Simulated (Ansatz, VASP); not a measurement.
**Sc in two plane-wave programs**

Aim: how closely do two programs agree when they are given the same cell, functional and k mesh? The cell is taken from a series of runs on this material, whose earlier steps may have relaxed, scaled, displaced or heated it; both programs get it as it stands.

Main program and level: Ansatz 0.2.0; plane waves, with VASP 6.6.1 beside it; zone-centre phonons at PBEsol.

### 1. The starting structure

Symmetry: P6_3/mmc, No. 194, hexagonal system. The conventional cell has a = 3.278 Å, b = 3.278 Å, c = 5.080 Å, α = 90.00°, β = 90.00°, γ = 120.00°. Sc has 12 Sc at 3.17 to 3.28 Å nearest.

Coordinates:

```xyz
2
Lattice="3.2776 0.0000 0.0000 -1.6388 2.8385 0.0000 0.0000 0.0000 5.0803" Properties=species:S:1:pos:R:3 pbc="T T T"
Sc    0.0000    1.8923    1.2701
Sc    1.6388    0.9462    3.8102
```

### 2. VASP: zone-centre phonons, PBEsol

Second derivatives magnify differences that forces hide, and they need a tight electronic threshold.

Lines of VASP's logs that name or quote its potential files are left out, and so is its time.

The input, INCAR:

```
SYSTEM = Sc
PREC = Accurate
ENCUT = 500
EDIFF = 1E-08
NELM = 120
ISMEAR = 1
SIGMA = 0.2
LREAL = .FALSE.
ALGO = Normal
GGA = PS
NBANDS = 17
LASPH = .TRUE.
LORBIT = 11
LWAVE = .FALSE.
LCHARG = .FALSE.
ISIF = 2
IBRION = 8
GGA_COMPAT = .FALSE.
KPAR = 2
```

The input, POSCAR:

```
Sc
1.0
    3.2775974946      0.0000000000      0.0000000000
   -1.6387987473      2.8384826936      0.0000000000
    0.0000000000      0.0000000000      5.0802520018
Sc
2
Direct
    0.3333333333      0.6666666667      0.2500000000
    0.6666666667      0.3333333333      0.7500000000
```

The input, KPOINTS:

```
Automatic mesh
0
Gamma
15 15 8
0 0 0
```

Potentials, in the order of the species: Sc_sv (PBE family, release 64).

On the command line:

```bash
$ mpirun -np 2 vasp_std
```

Numbers of over 12 decimals in the logs are rounded to 6 here.

What it wrote:

```text
[banner, memory and clock lines left out]
running    2 mpi-ranks, on    1 nodes
 distrk:  each k-point on    1 cores,    2 groups
 distr:  one band on    1 cores,    1 groups

 POSCAR found type information on POSCAR Sc
 POSCAR found :  1 types and       2 ions
|                                                                             |
|               ----> ADVICE to this user running VASP <----                  |
|                                                                             |
|     You enforced a specific xc type in the INCAR file but a different       |
|     [... a line on the potential file left out ...]
|     I HOPE YOU KNOW WHAT YOU ARE DOING!                                     |
|                                                                             |

 LDA part: xc-table for (Slater+PW92), standard interpolation
 POSCAR, INCAR and KPOINTS ok, starting setup
 FFT: planning ... GRIDC
 FFT: planning ... GRID_SOFT
 FFT: planning ... GRID
 WAVECAR not read
 entering main loop
       N       E                     dE             d eps       ncg     rms          rms(c)
DAV:   1     0.352545621890E+03    0.35255E+03   -0.10931E+04  4590   0.135E+03
DAV:   2     0.536113135989E+01   -0.34718E+03   -0.34134E+03  5678   0.573E+02
DAV:   3    -0.143508262826E+02   -0.19712E+02   -0.19033E+02  7544   0.161E+02
DAV:   4    -0.146931325088E+02   -0.34231E+00   -0.34091E+00  6584   0.195E+01
DAV:   5    -0.146979577701E+02   -0.48253E-02   -0.48236E-02  7872   0.240E+00    0.825E+00
DAV:   6    -0.133977807135E+02    0.13002E+01   -0.29269E+00  5944   0.201E+01    0.246E+00
DAV:   7    -0.132243015879E+02    0.17348E+00   -0.74663E-01  6090   0.922E+00    0.834E-01
DAV:   8    -0.132127658789E+02    0.11536E-01   -0.28171E-02  6140   0.225E+00    0.246E-01
DAV:   9    -0.132113611638E+02    0.14047E-02   -0.73207E-03  6375   0.937E-01    0.174E-02
DAV:  10    -0.132113780733E+02   -0.16909E-04   -0.96360E-05  7346   0.139E-01    0.725E-03
DAV:  11    -0.132113753636E+02    0.27097E-05   -0.26357E-06  7229   0.195E-02    0.189E-03
DAV:  12    -0.132113768423E+02   -0.14787E-05   -0.33495E-07  7691   0.583E-03    0.909E-04
DAV:  13    -0.132113764622E+02    0.38011E-06   -0.24039E-08  4999   0.184E-03    0.820E-05
DAV:  14    -0.132113764965E+02   -0.34345E-07   -0.15750E-09  3944   0.914E-04    0.378E-05
DAV:  15    -0.132113765013E+02   -0.47426E-08   -0.59848E-10  3528   0.435E-04
   1 F= -.13211377E+02 E0= -.13210052E+02  d E =-.397402E-02
 Linear response reoptimize wavefunctions to high precision
DAV:   1    -0.132113765037E+02   -0.24570E-08   -0.28706E-10  3597   0.407E-04
DAV:   2    -0.132113765038E+02   -0.29559E-10   -0.13794E-10  3269   0.220E-04
 Linear response DOF=           2
 Linear response progress:
  Degree of freedom:   1/  2
       N       E                     dE             d eps       ncg     rms          rms(c)
RMM:   1    -0.743101910936E+00   -0.74310E+00   -0.65956E+01 19354   0.216E+02
RMM:   2    -0.739900022343E+00    0.32019E-02   -0.14111E-01 28157   0.453E+00    0.118E-01
RMM:   3    -0.739406169477E+00    0.49385E-03   -0.13430E-02 32960   0.105E+00    0.394E-02
RMM:   4    -0.738553946964E+00    0.85222E-03   -0.14150E-03 37460   0.279E-01    0.198E-02
RMM:   5    -0.738289092707E+00    0.26485E-03   -0.15803E-04 39728   0.960E-02    0.102E-02
RMM:   6    -0.738300347508E+00   -0.11255E-04   -0.21184E-05 35011   0.360E-02    0.557E-03
RMM:   7    -0.738389912420E+00   -0.89565E-04   -0.79249E-06 38267   0.251E-02    0.243E-03
RMM:   8    -0.738482150970E+00   -0.92239E-04   -0.35036E-06 39458   0.123E-02    0.460E-04
RMM:   9    -0.738486438208E+00   -0.42872E-05   -0.24083E-06 39463   0.731E-03    0.904E-05
RMM:  10    -0.738481463945E+00    0.49743E-05   -0.22940E-06 39684   0.587E-03    0.117E-04
RMM:  11    -0.738486125343E+00   -0.46614E-05   -0.19248E-06 38755   0.537E-03    0.148E-05
RMM:  12    -0.738486347272E+00   -0.22193E-06   -0.16037E-06 40305   0.522E-03    0.135E-05
RMM:  13    -0.738486463209E+00   -0.11594E-06   -0.12853E-06 39781   0.513E-03    0.776E-06
RMM:  14    -0.738486761555E+00   -0.29835E-06   -0.10520E-06 41246   0.508E-03    0.925E-06
[...]
RMM:  21    -0.738486584007E+00   -0.37924E-08   -0.44063E-07 45569   0.504E-03    0.256E-06
RMM:  22    -0.738486593514E+00   -0.95078E-08   -0.42191E-07 46507   0.504E-03    0.180E-06
RMM:  23    -0.738486594048E+00   -0.53366E-09   -0.41339E-07 46460   0.505E-03    0.194E-06
RMM:  24    -0.738486593856E+00    0.19193E-09   -0.40206E-07 46999   0.505E-03    0.210E-06
RMM:  25    -0.738486592062E+00    0.17942E-08   -0.39839E-07 47169   0.505E-03    0.265E-06
RMM:  26    -0.738486590766E+00    0.12961E-08   -0.39024E-07 47636   0.505E-03    0.279E-06
RMM:  27    -0.738486590180E+00    0.58614E-09   -0.38733E-07 47790   0.505E-03    0.295E-06
RMM:  28    -0.738486586863E+00    0.33172E-08   -0.38378E-07 48376   0.505E-03    0.317E-06
 first order change of Fermi-energy   0.20752E-04
 force on displaced ion       1 direction 1 :  -1.534  -0.000   0.000
 Linear response progress:
  Degree of freedom:   2/  2
       N       E                     dE             d eps       ncg     rms          rms(c)
RMM:   1    -0.808706350763E+00   -0.80871E+00   -0.66502E+01  6610   0.219E+02
RMM:   2    -0.806709944347E+00    0.19964E-02   -0.14929E-01  9687   0.459E+00    0.136E-01
RMM:   3    -0.807091484674E+00   -0.38154E-03   -0.11567E-02 11092   0.101E+00    0.489E-02
RMM:   4    -0.806067919821E+00    0.10236E-02   -0.13904E-03 12068   0.294E-01    0.161E-02
RMM:   5    -0.805922610691E+00    0.14531E-03   -0.16833E-04 13834   0.873E-02    0.126E-02
RMM:   6    -0.805888931185E+00    0.33680E-04   -0.33201E-05 12020   0.363E-02    0.783E-03
RMM:   7    -0.805857203528E+00    0.31728E-04   -0.90970E-06 13969   0.255E-02    0.206E-03
RMM:   8    -0.805876587587E+00   -0.19384E-04   -0.53470E-06 13040   0.128E-02    0.766E-04
RMM:   9    -0.805887915872E+00   -0.11328E-04   -0.19707E-06 13589   0.833E-03    0.288E-04
RMM:  10    -0.805893764834E+00   -0.58490E-05   -0.16346E-06 13314   0.627E-03    0.170E-04
RMM:  11    -0.805901081973E+00   -0.73171E-05   -0.13991E-06 13158   0.598E-03    0.341E-05
RMM:  12    -0.805900197440E+00    0.88453E-06   -0.93216E-07 13644   0.575E-03    0.164E-05
RMM:  13    -0.805900305829E+00   -0.10839E-06   -0.92086E-07 13633   0.574E-03    0.838E-06
RMM:  14    -0.805900477574E+00   -0.17174E-06   -0.81479E-07 14244   0.574E-03    0.358E-06
RMM:  15    -0.805900521459E+00   -0.43885E-07   -0.74772E-07 14138   0.576E-03    0.177E-06
RMM:  16    -0.805900486948E+00    0.34510E-07   -0.76126E-07 14831   0.574E-03    0.112E-06
RMM:  17    -0.805900480813E+00    0.61351E-08   -0.78023E-07 14591   0.577E-03    0.141E-06
RMM:  18    -0.805900485176E+00   -0.43628E-08   -0.76161E-07 15152   0.576E-03    0.211E-06
RMM:  19    -0.805900500969E+00   -0.15792E-07   -0.77257E-07 14981   0.578E-03    0.209E-06
RMM:  20    -0.805900498654E+00    0.23149E-08   -0.74357E-07 15427   0.576E-03    0.234E-06
RMM:  21    -0.805900499523E+00   -0.86919E-09   -0.72990E-07 15326   0.578E-03    0.219E-06
 first order change of Fermi-energy   0.75799E-04
 force on displaced ion       1 direction 3 :   0.000   0.000  -4.608
 Linear response finished
```

Parts of OUTCAR (step 2):

```text
ion  position               nearest neighbor table
   1  0.333  0.667  0.250-   2 3.17   2 3.17   2 3.17   2 3.17   2 3.17   2 3.17
   2  0.667  0.333  0.750-   1 3.17   1 3.17   1 3.17   1 3.17   1 3.17   1 3.17

  LATTYP: Found a hexagonal cell.
 ALAT       =     3.2775974946
 C/A-ratio  =     1.5499926425

 Subroutine GETGRP returns: Found 24 space group operations
 (whereof 12 operations were pure point group operations)

The static configuration has the point symmetry D_3d.
 The point group associated with its full space group is D_6h.

 Found    135 irreducible k-points:

   k-points           NKPTS =    135   k-points in BZ     NKDIM =    135   number of bands    NBANDS=     17

   dimension x,y,z NGX =    24 NGY =   24 NGZ =   40
   dimension x,y,z NGXF=    48 NGYF=   48 NGZF=   80

   ENCUT  =  500.0 eV  36.75 Ry    6.06 a.u.   5.98  5.98  9.26*2*pi/ulx,y,z

   NELECT =      22.0000    total number of electrons

 k-points in reciprocal lattice and weights: Automatic mesh
   0.00000000  0.00000000  0.00000000       0.001
   0.06666667  0.00000000  0.00000000       0.003
   0.13333333  0.00000000  0.00000000       0.003
   0.20000000 -0.00000000  0.00000000       0.003
   0.26666667  0.00000000  0.00000000       0.003
   0.33333333  0.00000000  0.00000000       0.003
   0.40000000 -0.00000000  0.00000000       0.003
   0.46666667  0.00000000  0.00000000       0.003
   0.06666667  0.06666667  0.00000000       0.003
[...]
0.33333333  0.26666667  0.50000000       0.007
   0.33333333  0.33333333  0.50000000       0.001

 average (electrostatic) potential at core
       1 -46.7184       2 -46.7184

  Total        0.0011862      0.0011862     -0.0000212      0.0000000      0.0000000      0.0000000
  in kB        0.0402108      0.0402108     -0.0007195      0.0000000      0.0000000      0.0000000
  external PRESSURE =       0.0265673 kB  Pullay stress =       0.0000000 kB

  energy-cutoff  :      500.00
  volume of cell :       47.26
      direct lattice vectors                 reciprocal lattice vectors
     3.277597495  0.000000000  0.000000000     0.305101527  0.176150449  0.000000000
    -1.638798747  2.838482694  0.000000000     0.000000000  0.352300897  0.000000000
     0.000000000  0.000000000  5.080252002     0.000000000  0.000000000  0.196840629

 POSITION                                       TOTAL-FORCE (eV/Angst)
 -----------------------------------------------------------------------------------
     -0.00000      1.89232      1.27006         0.000000     -0.000000      0.000000
      1.63880      0.94616      3.81019        -0.000000      0.000000      0.000000
 -----------------------------------------------------------------------------------
    total drift:                               -0.000000      0.000000     -0.000000

 Eigenvectors and eigenvalues of the dynamical matrix
 ----------------------------------------------------

   1 f  =    7.078600 THz    44.476156 2PiTHz  236.116684 cm-1    29.274725 meV
             X         Y         Z           dx          dy          dz
     -0.000000  1.892322  1.270063    -0.000000    0.000000    0.707107
      1.638799  0.946161  3.810189     0.000000   -0.000000   -0.707107

   2 f  =    4.083731 THz    25.658838 2PiTHz  136.218601 cm-1    16.888946 meV
             X         Y         Z           dx          dy          dz
     -0.000000  1.892322  1.270063     0.707107    0.000000    0.000000
      1.638799  0.946161  3.810189    -0.707107   -0.000000    0.000000

   3 f  =    4.083731 THz    25.658838 2PiTHz  136.218601 cm-1    16.888946 meV
             X         Y         Z           dx          dy          dz
     -0.000000  1.892322  1.270063     0.000000   -0.707107   -0.000000
      1.638799  0.946161  3.810189    -0.000000    0.707107   -0.000000

   4 f  =    0.000000 THz     0.000000 2PiTHz    0.000002 cm-1     0.000000 meV
             X         Y         Z           dx          dy          dz
     -0.000000  1.892322  1.270063     0.444588   -0.509970    0.205603
      1.638799  0.946161  3.810189     0.444588   -0.509970    0.205603

   5 f  =    0.000000 THz     0.000000 2PiTHz    0.000001 cm-1     0.000000 meV
             X         Y         Z           dx          dy          dz
     -0.000000  1.892322  1.270063     0.547486    0.386038   -0.226349
      1.638799  0.946161  3.810189     0.547486    0.386038   -0.226349

   6 f/i=    0.000000 THz     0.000001 2PiTHz    0.000003 cm-1     0.000000 meV
             X         Y         Z           dx          dy          dz
     -0.000000  1.892322  1.270063     0.050997    0.301506    0.637569
      1.638799  0.946161  3.810189     0.050997    0.301506    0.637569

 ELASTIC MODULI CONTR FROM IONIC RELAXATION (kBar)
 Direction    XX          YY          ZZ          XY          YZ          ZX
 --------------------------------------------------------------------------------
 XX         -70.5802     70.5802     -0.0000      0.0000      0.0000      0.0000
 YY          70.5802    -70.5802      0.0000     -0.0000      0.0000      0.0000
 ZZ          -0.0000      0.0000     -0.0000      0.0000     -0.0000      0.0000
 XY           0.0000     -0.0000      0.0000    -70.5802     -0.0000      0.0000
 YZ           0.0000      0.0000     -0.0000     -0.0000     -0.0000      0.0000
 ZX           0.0000      0.0000      0.0000      0.0000      0.0000      0.0000
 --------------------------------------------------------------------------------
```

[end of part 1 of 2]

[Lines on the potential files, build, host, timing and source positions are cut from VASP's logs without a mark.]

[Logs are printed without paths, hosts, clocks, repeated set-up lines and the standing remarks that a program may print on its own settings, such as how far it seeks lower states.]

[Hosts, paths, dates, database ids (printed as entryN), source tags and the programs' standing remarks are cut or masked in the printed files.]
